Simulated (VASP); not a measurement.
# Al2Pt: structure and properties in VASP, part 3 of 5

What structure does Al2Pt take at this level, and what are its properties? The start is a cell from a database of measured crystal structures.

VASP 6.6.1; revPBE; plane waves and PAW (Pt, Al).

Still holding for the runs below: The k-mesh is coarse for a metal.

So far. Step 5 (Band structure (revPBE)): There is no gap at this level. Step 6 (Total and projected DOS (revPBE)): The finer mesh and the other smearing move the Fermi level by +0.01 eV from the 7×7×7 run, a small shift, which tests the Fermi level alone. Of the states within 0.3 eV of the Fermi level, the largest shares in the PAW spheres are Pt p 19 % and Pt d 18 %. The rest lies in smaller channels or between the spheres.

The database entry behind the starting cell differs from later determinations by our own check (0.1 to 0.3 % short, probably kX units), so it need not match the best structure at ambient conditions.

## 7. Volume scan with revPBE, volume scale 0.94

An equation of state needs energies on both sides of the minimum, all on one mesh and cutoff.

INCAR reads:

```
SYSTEM = Al2Pt
PREC = Accurate
ENCUT = 400
EDIFF = 1E-06
NELM = 100
ISMEAR = 0
SIGMA = 0.05
LREAL = .FALSE.
ALGO = Normal
GGA = RE
NBANDS = 14
LORBIT = 11
LWAVE = .FALSE.
LCHARG = .FALSE.
ISIF = 2
```

POSCAR reads:

```
Al2Pt
1.0
    0.0000000000      2.9233398227      2.9233398227
    2.9233398227      0.0000000000      2.9233398227
    2.9233398227      2.9233398227      0.0000000000
Pt Al
1 2
Direct
    0.0000000000      0.0000000000      0.0000000000
    0.7500000000      0.7500000000      0.7500000000
    0.2500000000      0.2500000000      0.2500000000
```

KPOINTS reads:

```
Automatic mesh
0
Gamma
7 7 7
0 0 0
```

The projector-augmented-wave data sets are Pt and Al (PBE family, release 64).

The run is started by

```console
mpirun -np 1 vasp_std
```

Output:

```text
[... set-up lines as in an earlier step ...]
 entering main loop
       N       E                     dE             d eps       ncg     rms          rms(c)
DAV:   1     0.389739832878E+02    0.38974E+02   -0.57671E+03   592   0.787E+02
DAV:   2    -0.144691918565E+02   -0.53443E+02   -0.46832E+02   670   0.152E+02
DAV:   3    -0.157799345218E+02   -0.13107E+01   -0.13018E+01   730   0.229E+01
DAV:   4    -0.157898543764E+02   -0.99199E-02   -0.99186E-02   644   0.240E+00
DAV:   5    -0.157900160480E+02   -0.16167E-03   -0.16167E-03   758   0.314E-01    0.903E+00
DAV:   6    -0.153444881963E+02    0.44553E+00   -0.19131E+00   620   0.130E+01    0.265E+00
DAV:   7    -0.152733262443E+02    0.71162E-01   -0.13479E-01   620   0.356E+00    0.181E+00
DAV:   8    -0.152468702261E+02    0.26456E-01   -0.25185E-02   668   0.148E+00    0.255E-01
DAV:   9    -0.152471130416E+02   -0.24282E-03   -0.13172E-03   668   0.326E-01    0.165E-01
DAV:  10    -0.152473378576E+02   -0.22482E-03   -0.38025E-04   584   0.136E-01    0.174E-02
DAV:  11    -0.152473391384E+02   -0.12808E-05   -0.12137E-05   740   0.337E-02    0.840E-03
DAV:  12    -0.152473440955E+02   -0.49571E-05   -0.12015E-05   584   0.222E-02    0.259E-03
DAV:  13    -0.152473440713E+02    0.24197E-07   -0.29966E-07   448   0.553E-03
   1 F= -.15247344E+02 E0= -.15246191E+02  d E =-.230576E-02
```

It took 17 s on 1 MPI rank of Intel Xeon Platinum 8488C (Sapphire Rapids), shared host; peak memory 0.15 GiB.

Parts of OUTCAR (step 7):

```text
   ENCUT  =  400.0 eV  29.40 Ry    5.42 a.u.   6.74  6.74  6.74*2*pi/ulx,y,z

   NELECT =      16.0000    total number of electrons

 E-fermi :   8.3557

 k-point     1 :       0.0000    0.0000    0.0000
  band No.  band energies     occupation
    ...
      2       3.1228      2.00000
      3       3.1228      2.00000
      4       3.1228      2.00000
      5       4.5076      2.00000
      6       4.5076      2.00000
      7      11.6660      0.00000
      8      12.1926      0.00000
      9      12.1926      0.00000
     10      12.1926      0.00000
     11      13.9620      0.00000
    ...

  Total        2.7832484      2.7832484      2.7832484      0.0000000      0.0000000      0.0000000
  in kB       89.2472083     89.2472083     89.2472083      0.0000000      0.0000000      0.0000000
  external PRESSURE =      89.2472083 kB  Pullay stress =       0.0000000 kB

 POSITION                                       TOTAL-FORCE (eV/Angst)
 -----------------------------------------------------------------------------------
      0.00000      0.00000      0.00000         0.000000      0.000000      0.000000
      4.38501      4.38501      4.38501        -0.000000      0.000000     -0.000000
      1.46167      1.46167      1.46167        -0.000000     -0.000000     -0.000000
 -----------------------------------------------------------------------------------
    total drift:                               -0.000000     -0.000000      0.000000

  FREE ENERGIE OF THE ION-ELECTRON SYSTEM (eV)
  ---------------------------------------------------
  free  energy   TOTEN  =       -15.2473440713 eV

  energy  without entropy=      -15.2450383131  energy(sigma->0) =      -15.24619119

[... 4 parts as in an earlier step ...]

[... 12 further parts left out ...]
```

The scan keeps the cell's shape and the fractional positions fixed.

Numbers from this step:

```
bands                   : 14
irreducible k-points    : 20
free energy (TOTEN)     : -15.25 eV
energy at zero smearing : -15.25 eV
Fermi energy            : 8.356 eV
pressure                : 8.925 GPa
```

The pressure here is 8.92 GPa.

## 8. Volume scan with revPBE, volume scale 0.96

INCAR is that of step 7.

POSCAR reads:

```
Al2Pt
1.0
    0.0000000000      2.9439274012      2.9439274012
    2.9439274012      0.0000000000      2.9439274012
    2.9439274012      2.9439274012      0.0000000000
Pt Al
1 2
Direct
    0.0000000000      0.0000000000      0.0000000000
    0.7500000000      0.7500000000      0.7500000000
    0.2500000000      0.2500000000      0.2500000000
```

KPOINTS is that of step 7.

The run is started by

```console
mpirun -np 1 vasp_std
```

Output:

```text
[... set-up lines as in an earlier step ...]
 entering main loop
       N       E                     dE             d eps       ncg     rms          rms(c)
DAV:   1     0.400092359676E+02    0.40009E+02   -0.56731E+03   584   0.774E+02
DAV:   2    -0.145367258961E+02   -0.54546E+02   -0.47613E+02   678   0.151E+02
DAV:   3    -0.158148661648E+02   -0.12781E+01   -0.12690E+01   722   0.224E+01
DAV:   4    -0.158245813051E+02   -0.97151E-02   -0.97143E-02   650   0.236E+00
DAV:   5    -0.158247474138E+02   -0.16611E-03   -0.16611E-03   730   0.317E-01    0.871E+00
DAV:   6    -0.153927666161E+02    0.43198E+00   -0.19106E+00   638   0.130E+01    0.256E+00
DAV:   7    -0.153212314833E+02    0.71535E-01   -0.14216E-01   614   0.364E+00    0.176E+00
DAV:   8    -0.152952284614E+02    0.26003E-01   -0.26686E-02   650   0.151E+00    0.256E-01
DAV:   9    -0.152954780710E+02   -0.24961E-03   -0.13737E-03   686   0.332E-01    0.165E-01
DAV:  10    -0.152957200731E+02   -0.24200E-03   -0.39940E-04   602   0.138E-01    0.176E-02
DAV:  11    -0.152957217586E+02   -0.16855E-05   -0.12949E-05   722   0.345E-02    0.877E-03
DAV:  12    -0.152957273417E+02   -0.55831E-05   -0.13482E-05   590   0.234E-02    0.259E-03
DAV:  13    -0.152957273252E+02    0.16483E-07   -0.30032E-07   478   0.548E-03
   1 F= -.15295727E+02 E0= -.15294642E+02  d E =-.217025E-02
```

Run time: 15 s. Hardware: 1 MPI rank; peak memory 0.15 GiB.

Parts of OUTCAR (step 8):

```text
   ENCUT  =  400.0 eV  29.40 Ry    5.42 a.u.   6.79  6.79  6.79*2*pi/ulx,y,z

   NELECT =      16.0000    total number of electrons

 E-fermi :   8.1040

 k-point     1 :       0.0000    0.0000    0.0000
  band No.  band energies     occupation
    ...
      2       2.9828      2.00000
      3       2.9828      2.00000
      4       2.9828      2.00000
      5       4.3443      2.00000
      6       4.3443      2.00000
      7      11.2486      0.00000
      8      11.9237      0.00000
      9      11.9237      0.00000
     10      11.9237      0.00000
     11      13.5859      0.00000
    ...

  Total        1.7918299      1.7918299      1.7918299      0.0000000      0.0000000      0.0000000
  in kB       56.2595261     56.2595261     56.2595261      0.0000000      0.0000000      0.0000000
  external PRESSURE =      56.2595261 kB  Pullay stress =       0.0000000 kB

 POSITION                                       TOTAL-FORCE (eV/Angst)
 -----------------------------------------------------------------------------------
      0.00000      0.00000      0.00000        -0.000000     -0.000000     -0.000000
      4.41589      4.41589      4.41589        -0.000000     -0.000000     -0.000000
      1.47196      1.47196      1.47196         0.000000      0.000000      0.000000
 -----------------------------------------------------------------------------------
    total drift:                               -0.000000     -0.000000      0.000000

  FREE ENERGIE OF THE ION-ELECTRON SYSTEM (eV)
  ---------------------------------------------------
  free  energy   TOTEN  =       -15.2957273252 eV

  energy  without entropy=      -15.2935570726  energy(sigma->0) =      -15.29464220

[... 4 parts as in an earlier step ...]

[... 12 further parts left out ...]
```

Numbers from this step:

| Quantity | Value |
| --- | --- |
| free energy (TOTEN) | -15.30 eV |
| energy at zero smearing | -15.29 eV |
| Fermi energy | 8.104 eV |
| pressure | 5.626 GPa |

The pressure falls from 8.92 to 5.63 GPa.

The run ends at a pressure of 5.63 GPa.

## 9. Volume scan with revPBE, volume scale 0.98

INCAR is that of step 8.

POSCAR reads:

```
Al2Pt
1.0
    0.0000000000      2.9642309904      2.9642309904
    2.9642309904      0.0000000000      2.9642309904
    2.9642309904      2.9642309904      0.0000000000
Pt Al
1 2
Direct
    0.0000000000      0.0000000000      0.0000000000
    0.7500000000      0.7500000000      0.7500000000
    0.2500000000      0.2500000000      0.2500000000
```

KPOINTS is that of step 8.

The run is started by

```console
mpirun -np 1 vasp_std
```

Output:

```text
[... set-up lines as in an earlier step ...]
 entering main loop
       N       E                     dE             d eps       ncg     rms          rms(c)
DAV:   1     0.399695811668E+02    0.39970E+02   -0.56505E+03   576   0.775E+02
DAV:   2    -0.145833562010E+02   -0.54553E+02   -0.49336E+02   700   0.155E+02
DAV:   3    -0.158296116783E+02   -0.12463E+01   -0.12361E+01   716   0.225E+01
DAV:   4    -0.158390224590E+02   -0.94108E-02   -0.94090E-02   698   0.235E+00
[...]
DAV:  11    -0.153233519076E+02   -0.24779E-05   -0.14082E-05   722   0.355E-02    0.906E-03
DAV:  12    -0.153233581919E+02   -0.62843E-05   -0.14531E-05   584   0.239E-02    0.241E-03
DAV:  13    -0.153233581983E+02   -0.64421E-08   -0.28368E-07   484   0.507E-03
   1 F= -.15323358E+02 E0= -.15322305E+02  d E =-.210705E-02
```

Wall time 16 s (1 MPI rank); peak memory 0.15 GiB.

OUTCAR, selected parts (step 9):

```text
  Total        0.8666490      0.8666490      0.8666490     -0.0000000     -0.0000000     -0.0000000
  in kB       26.6555521     26.6555521     26.6555521     -0.0000000     -0.0000000     -0.0000000
  external PRESSURE =      26.6555521 kB  Pullay stress =       0.0000000 kB

 POSITION                                       TOTAL-FORCE (eV/Angst)
 -----------------------------------------------------------------------------------
      0.00000      0.00000      0.00000         0.000000      0.000000      0.000000
      4.44635      4.44635      4.44635        -0.000000      0.000000     -0.000000
      1.48212      1.48212      1.48212         0.000000     -0.000000      0.000000
 -----------------------------------------------------------------------------------
    total drift:                               -0.000000     -0.000000      0.000000

  FREE ENERGIE OF THE ION-ELECTRON SYSTEM (eV)
  ---------------------------------------------------
  free  energy   TOTEN  =       -15.3233581983 eV

  energy  without entropy=      -15.3212511502  energy(sigma->0) =      -15.32230467

[... 1 part as in an earlier step ...]

[... 2 further parts left out ...]
[key lines of the parts left out:]
E-fermi :   7.8627
```

The pressure falls from 5.63 to 2.67 GPa.

The run ends at a pressure of 2.67 GPa.

## 10. Volume scan with revPBE, volume scale 1

INCAR is that of step 9.

POSCAR reads:

```
Al2Pt
1.0
    0.0000000000      2.9842601857      2.9842601857
    2.9842601857      0.0000000000      2.9842601857
    2.9842601857      2.9842601857      0.0000000000
Pt Al
1 2
Direct
    0.0000000000      0.0000000000      0.0000000000
    0.7500000000      0.7500000000      0.7500000000
    0.2500000000      0.2500000000      0.2500000000
```

KPOINTS is that of step 9.

The run is started by

```console
mpirun -np 1 vasp_std
```

Output:

```text
[... set-up lines as in an earlier step ...]
 entering main loop
       N       E                     dE             d eps       ncg     rms          rms(c)
[... 13 cycles as in an earlier step ...]
   1 F= -.15332368E+02 E0= -.15331314E+02  d E =-.210875E-02
```

The job ended after 16 s (1 MPI rank; peak memory 0.15 GiB).

From OUTCAR (step 10):

```text
[... 6 parts as in an earlier step ...]

[... 1 further part left out ...]
[key lines of the parts left out:]
E-fermi :   7.6312
```

The pressure falls from 2.67 to 0.01 GPa.

The run ends at a pressure of 0.01 GPa.

## 11. Volume scan with revPBE, volume scale 1.02

INCAR is that of step 10.

POSCAR reads:

```
Al2Pt
1.0
    0.0000000000      3.0040240742      3.0040240742
    3.0040240742      0.0000000000      3.0040240742
    3.0040240742      3.0040240742      0.0000000000
Pt Al
1 2
Direct
    0.0000000000      0.0000000000      0.0000000000
    0.7500000000      0.7500000000      0.7500000000
    0.2500000000      0.2500000000      0.2500000000
```

KPOINTS is that of step 10.

The run is started by

```console
mpirun -np 1 vasp_std
```

Output:

```text
[... set-up lines as in an earlier step ...]
 entering main loop
       N       E                     dE             d eps       ncg     rms          rms(c)
DAV:   1     0.328977792986E+02    0.32898E+02   -0.55634E+03   600   0.759E+02
DAV:   2    -0.146951676952E+02   -0.47593E+02   -0.42583E+02   696   0.147E+02
DAV:   3    -0.158061988260E+02   -0.11110E+01   -0.11046E+01   736   0.209E+01
DAV:   4    -0.158152198354E+02   -0.90210E-02   -0.90201E-02   656   0.223E+00
[...]
DAV:  11    -0.153246812887E+02   -0.49651E-05   -0.18030E-05   722   0.387E-02    0.940E-03
DAV:  12    -0.153246890249E+02   -0.77363E-05   -0.16003E-05   572   0.238E-02    0.185E-03
DAV:  13    -0.153246891055E+02   -0.80570E-07   -0.33200E-07   580   0.429E-03
   1 F= -.15324689E+02 E0= -.15323613E+02  d E =-.215169E-02
```

It took 17 s on 1 MPI rank; peak memory 0.15 GiB.

OUTCAR, selected parts (step 11):

```text
  Total       -0.8016283     -0.8016283     -0.8016283     -0.0000000      0.0000000     -0.0000000
  in kB      -23.6888184    -23.6888184    -23.6888184     -0.0000000      0.0000000     -0.0000000
  external PRESSURE =     -23.6888184 kB  Pullay stress =       0.0000000 kB

 POSITION                                       TOTAL-FORCE (eV/Angst)
 -----------------------------------------------------------------------------------
      0.00000      0.00000      0.00000        -0.000000      0.000000     -0.000000
      4.50604      4.50604      4.50604        -0.000000     -0.000000     -0.000000
      1.50201      1.50201      1.50201         0.000000      0.000000      0.000000
 -----------------------------------------------------------------------------------
    total drift:                               -0.000000     -0.000000      0.000000

  FREE ENERGIE OF THE ION-ELECTRON SYSTEM (eV)
  ---------------------------------------------------
  free  energy   TOTEN  =       -15.3246891055 eV

  energy  without entropy=      -15.3225374133  energy(sigma->0) =      -15.32361326

[... 1 part as in an earlier step ...]

[... 2 further parts left out ...]
[key lines of the parts left out:]
E-fermi :   7.4087
```

The pressure falls from 0.01 to -2.37 GPa.

The run ends at a pressure of -2.37 GPa.

## 12. Volume scan with revPBE, volume scale 1.04

INCAR is that of step 11.

POSCAR reads:

```
Al2Pt
1.0
    0.0000000000      3.0235312706      3.0235312706
    3.0235312706      0.0000000000      3.0235312706
    3.0235312706      3.0235312706      0.0000000000
Pt Al
1 2
Direct
    0.0000000000      0.0000000000      0.0000000000
    0.7500000000      0.7500000000      0.7500000000
    0.2500000000      0.2500000000      0.2500000000
```

KPOINTS is that of step 11.

The run is started by

```console
mpirun -np 1 vasp_std
```

Output:

```text
[... set-up lines as in an earlier step ...]
 entering main loop
       N       E                     dE             d eps       ncg     rms          rms(c)
DAV:   1     0.396925358626E+02    0.39693E+02   -0.55670E+03   584   0.772E+02
DAV:   2    -0.144454677877E+02   -0.54138E+02   -0.47798E+02   698   0.151E+02
DAV:   3    -0.157699343696E+02   -0.13245E+01   -0.13125E+01   722   0.229E+01
DAV:   4    -0.157805659638E+02   -0.10632E-01   -0.10631E-01   662   0.244E+00
[...]
DAV:  11    -0.153020552804E+02   -0.67562E-05   -0.20687E-05   704   0.409E-02    0.949E-03
DAV:  12    -0.153020636963E+02   -0.84159E-05   -0.16802E-05   590   0.238E-02    0.159E-03
DAV:  13    -0.153020638121E+02   -0.11578E-06   -0.38490E-07   538   0.414E-03
   1 F= -.15302064E+02 E0= -.15300956E+02  d E =-.221527E-02
```

The job ended after 17 s (1 MPI rank; peak memory 0.15 GiB).

Parts of OUTCAR (step 12):

```text
  Total       -1.5529082     -1.5529082     -1.5529082     -0.0000000      0.0000000     -0.0000000
  in kB      -45.0073009    -45.0073009    -45.0073009     -0.0000000      0.0000000     -0.0000000
  external PRESSURE =     -45.0073009 kB  Pullay stress =       0.0000000 kB

 POSITION                                       TOTAL-FORCE (eV/Angst)
 -----------------------------------------------------------------------------------
      0.00000      0.00000      0.00000         0.000000      0.000000      0.000000
      4.53530      4.53530      4.53530        -0.000000     -0.000000     -0.000000
      1.51177      1.51177      1.51177         0.000000      0.000000      0.000000
 -----------------------------------------------------------------------------------
    total drift:                               -0.000000     -0.000000      0.000000

  FREE ENERGIE OF THE ION-ELECTRON SYSTEM (eV)
  ---------------------------------------------------
  free  energy   TOTEN  =       -15.3020638121 eV

  energy  without entropy=      -15.2998485450  energy(sigma->0) =      -15.30095618

[... 1 part as in an earlier step ...]

[... 2 further parts left out ...]
[key lines of the parts left out:]
E-fermi :   7.1947
```

The pressure falls from -2.37 to -4.50 GPa.

The run ends at a pressure of -4.50 GPa.

## 13. Volume scan with revPBE, volume scale 1.06

INCAR is that of step 12.

POSCAR reads:

```
Al2Pt
1.0
    0.0000000000      3.0427899508      3.0427899508
    3.0427899508      0.0000000000      3.0427899508
    3.0427899508      3.0427899508      0.0000000000
Pt Al
1 2
Direct
    0.0000000000      0.0000000000      0.0000000000
    0.7500000000      0.7500000000      0.7500000000
    0.2500000000      0.2500000000      0.2500000000
```

KPOINTS is that of step 12.

The run is started by

```console
mpirun -np 1 vasp_std
```

Output:

```text
[... set-up lines as in an earlier step ...]
 entering main loop
       N       E                     dE             d eps       ncg     rms          rms(c)
DAV:   1     0.361622398823E+02    0.36162E+02   -0.56374E+03   592   0.770E+02
DAV:   2    -0.145736885125E+02   -0.50736E+02   -0.44341E+02   694   0.143E+02
DAV:   3    -0.157238426059E+02   -0.11502E+01   -0.11439E+01   736   0.211E+01
DAV:   4    -0.157328937432E+02   -0.90511E-02   -0.90505E-02   644   0.225E+00
[...]
DAV:  11    -0.152660122555E+02   -0.91642E-05   -0.23642E-05   728   0.430E-02    0.964E-03
DAV:  12    -0.152660213760E+02   -0.91204E-05   -0.17909E-05   566   0.242E-02    0.141E-03
DAV:  13    -0.152660215288E+02   -0.15282E-06   -0.44816E-07   544   0.417E-03
   1 F= -.15266022E+02 E0= -.15264880E+02  d E =-.228312E-02
```

Wall time 16 s (1 MPI rank); peak memory 0.15 GiB.

OUTCAR, selected parts (step 13):

```text
  Total       -2.2538249     -2.2538249     -2.2538249     -0.0000000     -0.0000000      0.0000000
  in kB      -64.0891977    -64.0891977    -64.0891977     -0.0000000     -0.0000000      0.0000000
  external PRESSURE =     -64.0891977 kB  Pullay stress =       0.0000000 kB

 POSITION                                       TOTAL-FORCE (eV/Angst)
 -----------------------------------------------------------------------------------
      0.00000      0.00000      0.00000         0.000000     -0.000000      0.000000
      4.56418      4.56418      4.56418        -0.000000      0.000000      0.000000
      1.52139      1.52139      1.52139         0.000000      0.000000     -0.000000
 -----------------------------------------------------------------------------------
    total drift:                               -0.000000     -0.000000      0.000000

  FREE ENERGIE OF THE ION-ELECTRON SYSTEM (eV)
  ---------------------------------------------------
  free  energy   TOTEN  =       -15.2660215288 eV

  energy  without entropy=      -15.2637384132  energy(sigma->0) =      -15.26487997

[... 1 part as in an earlier step ...]

[... 2 further parts left out ...]
[key lines of the parts left out:]
E-fermi :   6.9886
```

The pressure falls from -4.50 to -6.41 GPa.

The run ends at a pressure of -6.41 GPa.

## 14. Fit for revPBE

This step: Birch-Murnaghan fit, revPBE; plane waves and PAW (VASP 6.6.1).

This step runs nothing: it gathers the runs above.

This step gave:

```
pressure derivative of the bulk modulus : 4.482
r.m.s. error of the fit                 : 1.57e-6 eV/atom
minimum inside the sampled range        : yes
bulk modulus                            : 125.5 GPa
equilibrium volume of the fit           : 17.73 Å³/atom
```

The energy above the fitted minimum by volume:

| volume (Å³/atom) | energy above the fitted minimum (eV/atom) |
| --- | --- |
| 16.655 | 0.0284 |
| 17.009 | 0.0122 |
| 17.364 | 0.00300 |
| 17.718 | -3.7e-7 |
| 18.073 | 0.00257 |
| 18.427 | 0.0101 |
| 18.781 | 0.0221 |

The fitted volume lies +0.04 % from the relaxed one.

[end of part 3 of 5]

[Lines on the potential files, build, host, timing and source positions are cut from VASP's logs without a mark.]

[Logs are printed without paths, hosts, clocks, repeated set-up lines and the standing remarks that a program may print on its own settings, such as how far it seeks lower states.]

[Hosts, paths, dates, database ids (printed as entryN), source tags and the programs' standing remarks are cut or masked in the printed files.]

[A measured line is paired with the nearest computed mode of its activity, which favours agreement.]
